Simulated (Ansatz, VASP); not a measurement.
## Cross-check of BH18C8NF4 between VASP and Ansatz

One calculation is typed for both programs; each brings its own data sets. How far apart do they land? The cell is taken from a series of runs on this material, whose earlier steps may have relaxed, scaled, displaced or heated it; both programs get it as it stands.

Main program and level: Ansatz 0.2.0; plane waves, with VASP 6.6.1 beside it; PBE with D4.

**1. Starting point**

The cell holds 128 atoms: 32 C, 4 N, 72 H, 4 B and 16 F. Its edges and angles: a = 10.731 Å, b = 10.731 Å, c = 10.731 Å, α = 90.0°, β = 90.0°, γ = 90.0°.

**2. VASP: single point, PBE with D4**

With cell and atoms fixed, the geometry can't cause a difference; cores, projectors, grids and the points listed under the comparison can.

Lines of VASP's logs that name or quote its potential files are left out, and so is its time.

Contents of INCAR:

```
SYSTEM = BH18C8NF4
PREC = Accurate
ENCUT = 600
EDIFF = 1E-06
NELM = 120
ISMEAR = 0
SIGMA = 0.025
LREAL = Auto
ALGO = Normal
GGA = PE
IVDW = 13
NBANDS = 272
LORBIT = 11
LWAVE = .FALSE.
LCHARG = .FALSE.
ISIF = 2
LASPH = .TRUE.
GGA_COMPAT = .FALSE.
EFERMI = MIDGAP
NCORE = 4
```

Contents of POSCAR:

```
BH18C8NF4
1.0
   10.7306300000      0.0000000000      0.0000000000
    0.0000000000     10.7306300000      0.0000000000
    0.0000000000      0.0000000000     10.7306300000
C N H B F
32 4 72 4 16
Direct
    0.1022900000      0.4467700000      0.8082300000
    0.0257000000      0.4759200000      0.9236700000
    0.9086400000      0.5399200000      0.8940200000
    0.7281100000      0.6632300000      0.9575200000
    0.9142800000      0.6613500000      0.0842200000
    0.9173000000      0.5867200000      0.2080900000
    0.7812700000      0.5386600000      0.2149500000
    0.7799400000      0.4790600000      0.0838600000
    0.1267700000      0.4903800000      0.4734700000
    0.2353600000      0.5719700000      0.5231700000
    0.3031600000      0.6430300000      0.4238400000
    0.4578500000      0.7818600000      0.3481100000
    0.4876400000      0.6831500000      0.5595800000
    0.4719300000      0.7475800000      0.6878300000
    0.3481800000      0.8048500000      0.6753800000
    0.3413800000      0.8420000000      0.5364900000
    0.0457500000      0.9054400000      0.3279100000
    0.1261400000      0.9266600000      0.2132600000
    0.1363100000      0.0567000000      0.1571800000
    0.2273100000      0.0023400000      0.9545700000
    0.3769900000      0.0583900000      0.1320500000
    0.4583400000      0.1655800000      0.0858200000
    0.3678900000      0.2706000000      0.0787800000
    0.2472800000      0.2207900000      0.0283600000
    0.5858200000      0.3764400000      0.7514600000
    0.6230700000      0.2798000000      0.6562500000
    0.7625800000      0.2858200000      0.6347200000
    0.8010800000      0.0611100000      0.6147100000
    0.7533600000      0.1815800000      0.4219300000
    0.8499700000      0.2233800000      0.3278600000
[... 92 atom lines left out ...]
    0.8755600000      0.9616500000      0.9555300000
    0.6854700000      0.0555200000      0.8981200000
    0.3408200000      0.5677400000      0.9227100000
    0.4336000000      0.7588100000      0.0096400000
    0.4416600000      0.5922600000      0.1188300000
    0.2506700000      0.6804300000      0.0736800000
```

Contents of KPOINTS:

```
Automatic mesh
0
Gamma
1 1 1
0 0 0
```

Potentials, in the order of the species: C, N, H, B and F (PBE family, release 64).

Command:

```sh
mpirun -np 16 vasp_gam
```

Numbers of over 12 decimals in the logs are rounded to 6 here.

Log:

```text
[banner, memory and clock lines left out]
running   16 mpi-ranks, on    1 nodes
[...]
LDA part: xc-table for (Slater+PW92), standard interpolation
 POSCAR, INCAR and KPOINTS ok, starting setup
[...]
entering main loop
       N       E                     dE             d eps       ncg     rms          rms(c)
DAV:   1     0.274640683456E+04    0.27464E+04   -0.19880E+05   552   0.133E+03
DAV:   2    -0.456391953824E+03   -0.32028E+04   -0.30223E+04   672   0.308E+02
DAV:   3    -0.750925331007E+03   -0.29453E+03   -0.29216E+03   680   0.939E+01
DAV:   4    -0.756903991336E+03   -0.59787E+01   -0.59613E+01   680   0.150E+01
[...]
DAV:  17    -0.698257159372E+03    0.17935E-05   -0.10146E-05   680   0.884E-03    0.389E-03
DAV:  18    -0.698257157774E+03    0.15983E-05   -0.13157E-06   488   0.497E-03    0.167E-03
DAV:  19    -0.698257157496E+03    0.27755E-06   -0.11178E-06   512   0.301E-03
   1 F= -.70406801E+03 E0= -.70406801E+03  d E =0.000000E+00
```

OUTCAR, selected parts (step 2):

```text
  FREE ENERGIE OF THE ION-ELECTRON SYSTEM (eV)
  ---------------------------------------------------
  free  energy   TOTEN  =      -704.0680088052 eV

  energy  without entropy=     -704.0680088052  energy(sigma->0) =     -704.06800881
```

The run ends at a pressure of 1.87 GPa, with forces up to 4.7 eV/Å.

**3. Ansatz: single point, PBE with D4**

Ansatz runs on its default PAW (the set named soft_2) files.

The same cell, functional, mesh and smearing now go to Ansatz, which takes its cutoff from its data sets.

Contents of input.yaml:

```yaml
crystal:
  lattice:
    - [10.73063, 0.0, 0.0]
    - [0.0, 10.73063, 0.0]
    - [0.0, 0.0, 10.73063]
  atoms:
    - { symbol: C, position: [0.10229, 0.44677, 0.80823] }
    - { symbol: C, position: [0.0257, 0.47592, 0.92367] }
    - { symbol: C, position: [0.90864, 0.53992, 0.89402] }
    - { symbol: "N", position: [0.83704, 0.58367, 0.00164] }
    - { symbol: C, position: [0.72811, 0.66323, 0.95752] }
    - { symbol: C, position: [0.91428, 0.66135, 0.08422] }
    - { symbol: C, position: [0.9173, 0.58672, 0.20809] }
    - { symbol: C, position: [0.78127, 0.53866, 0.21495] }
    - { symbol: C, position: [0.77994, 0.47906, 0.08386] }
    - { symbol: H, position: [0.0711, 0.363, 0.76238] }
    - { symbol: H, position: [0.09981, 0.52751, 0.7437] }
    - { symbol: H, position: [0.19609, 0.43055, 0.83668] }
    - { symbol: H, position: [0.00322, 0.37933, 0.95448] }
    - { symbol: H, position: [0.092, 0.51343, 0.99395] }
    - { symbol: H, position: [0.95145, 0.62874, 0.8497] }
    - { symbol: H, position: [0.85166, 0.48876, 0.832] }
    - { symbol: H, position: [0.77052, 0.742, 0.91173] }
    - { symbol: H, position: [0.67676, 0.60413, 0.88926] }
    - { symbol: H, position: [0.66194, 0.6877, 0.03264] }
    - { symbol: H, position: [0.01054, 0.68259, 0.05628] }
    - { symbol: H, position: [0.85319, 0.74422, 0.1149] }
    - { symbol: H, position: [0.93852, 0.64066, 0.2909] }
    - { symbol: H, position: [0.97422, 0.50674, 0.20179] }
    - { symbol: H, position: [0.73486, 0.62436, 0.22893] }
    - { symbol: H, position: [0.75933, 0.47624, 0.28545] }
    - { symbol: H, position: [0.68578, 0.45286, 0.05633] }
    - { symbol: H, position: [0.84724, 0.403, 0.08036] }
    - { symbol: C, position: [0.12677, 0.49038, 0.47347] }
    - { symbol: C, position: [0.23536, 0.57197, 0.52317] }
    - { symbol: C, position: [0.30316, 0.64303, 0.42384] }
    - { symbol: "N", position: [0.39733, 0.73889, 0.46765] }
    - { symbol: C, position: [0.45785, 0.78186, 0.34811] }
    - { symbol: C, position: [0.48764, 0.68315, 0.55958] }
    - { symbol: C, position: [0.47193, 0.74758, 0.68783] }
    - { symbol: C, position: [0.34818, 0.80485, 0.67538] }
    - { symbol: C, position: [0.34138, 0.842, 0.53649] }
    - { symbol: H, position: [0.0996, 0.40803, 0.53096] }
    - { symbol: H, position: [0.0436, 0.55301, 0.45934] }
    - { symbol: H, position: [0.15487, 0.45576, 0.3804] }
    - { symbol: H, position: [0.18568, 0.63861, 0.57941] }
    - { symbol: H, position: [0.30065, 0.51475, 0.58818] }
    - { symbol: H, position: [0.2347, 0.69633, 0.36916] }
    - { symbol: H, position: [0.35649, 0.57935, 0.3576] }
    - { symbol: H, position: [0.51805, 0.86141, 0.35757] }
    - { symbol: H, position: [0.52891, 0.71242, 0.32201] }
    - { symbol: H, position: [0.39322, 0.77819, 0.27431] }
    - { symbol: H, position: [0.5825, 0.71067, 0.52078] }
    - { symbol: H, position: [0.48378, 0.58874, 0.56417] }
    - { symbol: H, position: [0.47853, 0.68629, 0.76966] }
    - { symbol: H, position: [0.53967, 0.82883, 0.68863] }
    - { symbol: H, position: [0.34689, 0.88088, 0.74494] }
    - { symbol: H, position: [0.27818, 0.73731, 0.7016] }
    - { symbol: H, position: [0.2475, 0.85958, 0.52076] }
    - { symbol: H, position: [0.39528, 0.9271, 0.51857] }
    - { symbol: C, position: [0.04575, 0.90544, 0.32791] }
    - { symbol: C, position: [0.12614, 0.92666, 0.21326] }
    - { symbol: C, position: [0.13631, 0.0567, 0.15718] }
    - { symbol: "N", position: [0.24686, 0.08281, 0.07014] }
    - { symbol: C, position: [0.22731, 0.00234, 0.95457] }
    - { symbol: C, position: [0.37699, 0.05839, 0.13205] }
    - { symbol: C, position: [0.45834, 0.16558, 0.08582] }
    - { symbol: C, position: [0.36789, 0.2706, 0.07878] }
    - { symbol: C, position: [0.24728, 0.22079, 0.02836] }
    - { symbol: H, position: [0.09268, 0.83883, 0.38784] }
    - { symbol: H, position: [0.95762, 0.87457, 0.30283] }
    - { symbol: H, position: [0.03314, 0.98775, 0.38343] }
    - { symbol: H, position: [0.10123, 0.86031, 0.14163] }
    - { symbol: H, position: [0.22418, 0.90374, 0.23011] }
    - { symbol: H, position: [0.05092, 0.08317, 0.10452] }
    - { symbol: H, position: [0.16372, 0.12737, 0.22736] }
    - { symbol: H, position: [0.21995, 0.90534, 0.98236] }
    - { symbol: H, position: [0.29704, 0.02921, 0.88805] }
    - { symbol: H, position: [0.13437, 0.03054, 0.9266] }
    - { symbol: H, position: [0.4213, 0.96884, 0.11875] }
    - { symbol: H, position: [0.36363, 0.04572, 0.2312] }
    - { symbol: H, position: [0.50307, 0.14195, 0.99417] }
    - { symbol: H, position: [0.53453, 0.1921, 0.14497] }
    - { symbol: H, position: [0.35208, 0.31092, 0.17244] }
    - { symbol: H, position: [0.3919, 0.35696, 0.02052] }
    - { symbol: H, position: [0.23776, 0.2413, 0.92484] }
    - { symbol: H, position: [0.16797, 0.26847, 0.07143] }
    - { symbol: C, position: [0.58582, 0.37644, 0.75146] }
    - { symbol: C, position: [0.62307, 0.2798, 0.65625] }
    - { symbol: C, position: [0.76258, 0.28582, 0.63472] }
    - { symbol: "N", position: [0.81163, 0.18069, 0.5475] }
    - { symbol: C, position: [0.80108, 0.06111, 0.61471] }
    - { symbol: C, position: [0.75336, 0.18158, 0.42193] }
    - { symbol: C, position: [0.84997, 0.22338, 0.32786] }
    - { symbol: C, position: [0.94849, 0.27584, 0.40628] }
    - { symbol: C, position: [0.94766, 0.20149, 0.52272] }
    - { symbol: H, position: [0.64551, 0.3815, 0.83088] }
    - { symbol: H, position: [0.55248, 0.46281, 0.70628] }
    - { symbol: H, position: [0.50321, 0.33827, 0.7931] }
    - { symbol: H, position: [0.59865, 0.1874, 0.68372] }
    - { symbol: H, position: [0.57391, 0.29937, 0.56988] }
    - { symbol: H, position: [0.7999, 0.36982, 0.5865] }
    - { symbol: H, position: [0.81104, 0.27757, 0.72288] }
    - { symbol: H, position: [0.86757, 0.05647, 0.69236] }
    - { symbol: H, position: [0.83511, 0.9897, 0.55769] }
    - { symbol: H, position: [0.70646, 0.05244, 0.65437] }
    - { symbol: H, position: [0.71764, 0.08648, 0.39785] }
    - { symbol: H, position: [0.68003, 0.25021, 0.41353] }
    - { symbol: H, position: [0.82211, 0.30036, 0.27687] }
    - { symbol: H, position: [0.88105, 0.14497, 0.2666] }
    - { symbol: H, position: [0.04412, 0.28075, 0.35996] }
    - { symbol: H, position: [0.91596, 0.37017, 0.42191] }
    - { symbol: H, position: [0.99225, 0.1122, 0.5174] }
    - { symbol: H, position: [0.98557, 0.25007, 0.60883] }
    - { symbol: B, position: [0.34494, 0.16924, 0.48415] }
    - { symbol: F, position: [0.4645, 0.16143, 0.42213] }
    - { symbol: F, position: [0.30211, 0.28888, 0.46488] }
    - { symbol: F, position: [0.33264, 0.15017, 0.60992] }
    - { symbol: F, position: [0.27923, 0.07882, 0.41697] }
    - { symbol: B, position: [0.8595, 0.73358, 0.58089] }
    - { symbol: F, position: [0.98307, 0.78056, 0.58959] }
    - { symbol: F, position: [0.82762, 0.60741, 0.58336] }
    - { symbol: F, position: [0.80754, 0.78362, 0.47616] }
    - { symbol: F, position: [0.77776, 0.77639, 0.68144] }
    - { symbol: B, position: [0.77558, 0.03412, 0.99552] }
    - { symbol: F, position: [0.81527, 0.15944, 0.01562] }
    - { symbol: F, position: [0.70345, 0.99701, 0.09895] }
    - { symbol: F, position: [0.87556, 0.96165, 0.95553] }
    - { symbol: F, position: [0.68547, 0.05552, 0.89812] }
    - { symbol: B, position: [0.37244, 0.64897, 0.02212] }
    - { symbol: F, position: [0.34082, 0.56774, 0.92271] }
    - { symbol: F, position: [0.4336, 0.75881, 0.00964] }
    - { symbol: F, position: [0.44166, 0.59226, 0.11883] }
    - { symbol: F, position: [0.25067, 0.68043, 0.07368] }
kpoints:
  mp_grid: { grid: [1, 1, 1] }
hamiltonian:
  xc: pbe
  dispersion: d4
scf:
  occupations: { method: gaussian, width: 0.025 }
output:
  forces: true
  stress: true
  populations: intrinsic
  dos:
    method: { smearing: { sigma: 0.1 } }
    de: 0.1
    projected: { site_lists: { B: [B], C: [C], F: [F], H: [H], "N": ["N"] } }
  eigenvalues: true
  write_density: true
  write_potential: true
  volumetric_format: npy
  elf: true
```

Command:

```sh
ansatz run input.yaml --threads 8 --pin off --max-ram 15872MiB --backend cpu --events-out ev --progress --plain --runs-dir out
```

Log:

```text
Engine: ansatz 0.2.0, x86_64-unknown-linux-gnu
Pseudopotentials: kind: paw
Pseudopotential: C, paw, valence charge 4, recommended cutoff 420 eV (normal), C.paw.azcp
Pseudopotential: N, paw, valence charge 5, recommended cutoff 420 eV (normal), N.paw.azcp
Pseudopotential: H, paw, valence charge 1, recommended cutoff 420 eV (normal), H.paw.azcp
Pseudopotential: B, paw, valence charge 3, recommended cutoff 420 eV (normal), B.paw.azcp
Pseudopotential: F, paw, valence charge 7, recommended cutoff 420 eV (normal), F.paw.azcp
Functional definition: PBE
  parameter kappa = 0.804
  parameter beta = 0.066725
  exchange = pbe_x(kappa = kappa, mu = beta*pi^2/3)
  correlation = pbe_c(beta = beta)
Crystal: 128 atoms, lattice volume = 1235.594 Å³
Basis set: ecut = 420 eV, 24111 PW (Γ), exchange–correlation on 144×144×144 points (8 copies of the dense FFT grid, shifted against one another)
Bands: 300, of which v1, the nominal top of the filled ones, is band 172 counted from 1 (171 counted from 0)
Symmetry: 1 space group operations
Space group: P1 (ITA 1), of the structure as read, at distance tolerance 1.1e-4 Å
k-points: 1
Non-local potential: C, projectors of the file, l = 0: 2, l = 1: 2, l = 2: 1
Non-local potential: N, projectors of the file, l = 0: 2, l = 1: 2, l = 2: 1
Non-local potential: H, projectors of the file, l = 0: 2, l = 1: 1
Non-local potential: B, projectors of the file, l = 0: 2, l = 1: 2, l = 2: 1
Non-local potential: F, projectors of the file, l = 0: 2, l = 1: 2, l = 2: 1
PAW form: soft (Blöchl's): semilocal exchange-correlation on the pseudo side does not see the compensation charge
PAW one-centre angular grid: C, 110 points (default); XC on 64 Gauss nodes
PAW one-centre angular grid: N, 110 points (default); XC on 64 Gauss nodes
PAW one-centre angular grid: H, 110 points (default); XC on 64 Gauss nodes
PAW one-centre angular grid: B, 110 points (default); XC on 64 Gauss nodes
PAW one-centre angular grid: F, 110 points (default); XC on 64 Gauss nodes
Initial density: superposition of atomic densities (neutral atoms: chi_scale 0, normalization atom), corrected by the library's trained network
Initial wavefunctions: pseudopotential atomic-orbital guess
Functional: x = pbe(κ = 0.804, μ = 0.219515), c = pbe(β = 0.066725)
SCF iter   1: F=—  HF=-24298.082569 eV  |F-HF|=—  |Δ(HF+E_count)|=         —  Δρ=4.87e-3  dr2=4.68e-1  ethr=1.77e-3  ⟨swp⟩=6.0  Hψ=1366  notcnv=0  defer=45
preconditioner: auto → Resta (q_TF=auto, 2.205 Å⁻¹)  ε∞=2.4  [insulator: Δε(μ)=5.614 eV  Ē_g=16.641 eV  σ=0.025 eV  W_gap=1.00  n_scr=250 (ndim 8)  ℏωp=19.4 eV  f_vac=0.243  D(μ)=0.00/eV (n_scr^D=0)  ε∞_Penn≈2.4]
SCF iter   2: F=—  HF=-24297.976799 eV  |F-HF|=—  |Δ(HF+E_count)|=   1.06e-1  Δρ=2.38e-3  dr2=9.89e-2  ethr=1.36e-4  ⟨swp⟩=4.0  Hψ=527  notcnv=0  defer=119
SCF iter   3: F=—  HF=-24297.957824 eV  |F-HF|=—  |Δ(HF+E_count)|=   1.90e-2  Δρ=9.54e-4  dr2=1.54e-2  ethr=2.88e-5  ⟨swp⟩=2.0  Hψ=304  notcnv=0  defer=119
SCF iter   4: F=—  HF=-24297.955565 eV  |F-HF|=—  |Δ(HF+E_count)|=   2.26e-3  Δρ=4.78e-4  dr2=2.36e-3  ethr=4.48e-6  ⟨swp⟩=2.0  Hψ=359  notcnv=0  defer=119
SCF iter   5: F=—  HF=-24297.955286 eV  |F-HF|=—  |Δ(HF+E_count)|=   2.80e-4  Δρ=1.77e-4  dr2=3.53e-4  ethr=6.87e-7  ⟨swp⟩=2.0  Hψ=355  notcnv=0  defer=119
SCF iter   6: F=—  HF=-24297.955227 eV  |F-HF|=—  |Δ(HF+E_count)|=   5.91e-5  Δρ=4.03e-5  dr2=1.95e-5  ethr=1.03e-7  ⟨swp⟩=2.0  Hψ=342  notcnv=0  defer=119
SCF iter   7: F=—  HF=-24297.956689 eV  |F-HF|=—  |Δ(HF+E_count)|=   1.46e-3  Δρ=2.68e-5  dr2=5.92e-6  ethr=5.68e-9  ⟨swp⟩=2.0  Hψ=472  notcnv=0  defer=119
SCF iter   8: F=—  HF=-24297.956688 eV  |F-HF|=—  |Δ(HF+E_count)|=   1.43e-6  Δρ=5.83e-6  dr2=3.62e-7  ethr=1.72e-9  ⟨swp⟩=2.0  Hψ=517  notcnv=0  defer=119
SCF iter   9: F=-24297.956688 eV  HF=-24297.956688 eV  |F-HF|=3.12e-8  |Δ(HF+E_count)|=   7.63e-9  Δρ=1.97e-6  dr2=4.80e-8  ethr=2.91e-11  ⟨swp⟩=21.0  Hψ=2763  notcnv=0
SCF 1 converged in 9 iterations: F = -24297.956688 eV  dr2 = 4.80e-8
  greatest PAW one-centre occupation: 0.931 electrons in one spin orbital (limit 2), on the F atom at site 125 (counted from 0), in its partial waves of l = 0
[...]
atom  80  H      0.15514620    -1.21297760     0.95700838
  atom  81  H     -0.15974062    -0.24178786     0.06412994
  atom  82  C     -1.55302270    -0.35149532    -0.60015273
  atom  83  C      1.13455434     1.02558657    -0.86081988
  atom  84  C      0.35922169     0.15413232    -1.51787813
  atom  85  N      0.29852347     0.15153750     1.45242023
  atom  86  C     -0.58637527     0.42310673     1.57016822
  atom  87  C     -1.09947917    -0.85188893    -1.46955741
  atom  88  C      0.71067158    -2.83867320    -0.33341873
  atom  89  C      2.72029618     0.61489859    -0.37487212
  atom  90  C      0.56191314     1.45463473     1.87444978
  atom  91  H      0.98608780     0.61882314     0.46660829
  atom  92  H      0.78090257     0.04697662     0.52526342
  atom  93  H     -0.99657539    -0.11655997     0.39781712
  atom  94  H     -0.34087674    -0.77233067     0.48779053
  atom  95  H     -0.21805186    -0.10589886    -0.26120023
  atom  96  H     -0.68057441     0.02355857     0.45861482
  atom  97  H      0.36802858    -0.37911331     0.32609875
  atom  98  H     -0.18897817     0.57446928     0.23948943
  atom  99  H     -0.23319695    -1.46291911    -1.32166742
  atom 100  H      0.47435218    -0.48680837    -0.43109191
  atom 101  H      0.02787226     0.82743370     0.43700235
  atom 102  H     -0.72120711    -0.16951317     0.66609937
  atom 103  H     -1.25115485     1.03627201    -1.82952577
[...]
atom 121  F      0.88789871    -0.82117461     0.31071858
  atom 122  F     -0.14706607    -0.41026694     0.50367174
  atom 123  F      0.01664664    -0.90338704    -0.63177112
  atom 124  B     -1.82281311    -0.65633085     1.90047145
  atom 125  F      1.18978612     0.52364658    -0.10117396
  atom 126  F      0.72930672     1.50880379    -1.89370339
  atom 127  F      0.17514125    -1.42981275     0.08406539
  atom 128  F     -0.28039428     0.03542649     0.12510594
  max |Σ_I F_I| component: 9.83e-5 eV/Å
--- Stress (GPa, compression-positive) ---
        1.516820      -0.828708       1.428959
       -0.828702       2.485215       0.690359
        1.428960       0.690361       1.591043
  P = ⅓ Tr σ = 1.8644 GPa (18.644 kbar)
--- Band table (eV) ---
  k-point 0: bands = [... 168 lower, -1.9122, -1.8310, -1.7327, -1.6198, 4.1945, 4.6106, 4.7378, 4.8656, ... 124 higher]
--- intrinsic populations: 128 sites ---
  site symbol       q [e]
     0      C      4.5029
     1      C      4.3240
     2      C      4.2170
     3      N      4.9043
     4      C      4.4049
     5      C      4.2281
     6      C      4.3245
     7      C      4.3487
     8      C      4.2323
     9      H      0.8408
    10      H      0.8336
    11      H      0.7993
    12      H      0.8460
    13      H      0.8160
    14      H      0.8116
    15      H      0.7990
    16      H      0.7699
    17      H      0.8127
    18      H      0.7904
    19      H      0.7904
    20      H      0.8125
    21      H      0.8079
    22      H      0.8308
    23      H      0.8076
[...]
120      F      7.4434
   121      F      7.4216
   122      F      7.4728
   123      B      2.1475
   124      F      7.4251
   125      F      7.4095
   126      F      7.4577
   127      F      7.4837
  spilling = 0.000000 (of n_electrons = 344.000000)
```

(Continued in part 2 of 2.)

[Lines on the potential files, build, host, timing and source positions are cut from VASP's logs without a mark.]

[Logs are printed without paths, hosts, clocks, repeated set-up lines and the standing remarks that a program may print on its own settings, such as how far it seeks lower states.]

[Hosts, paths, dates, database ids (printed as entryN), source tags and the programs' standing remarks are cut or masked in the printed files.]
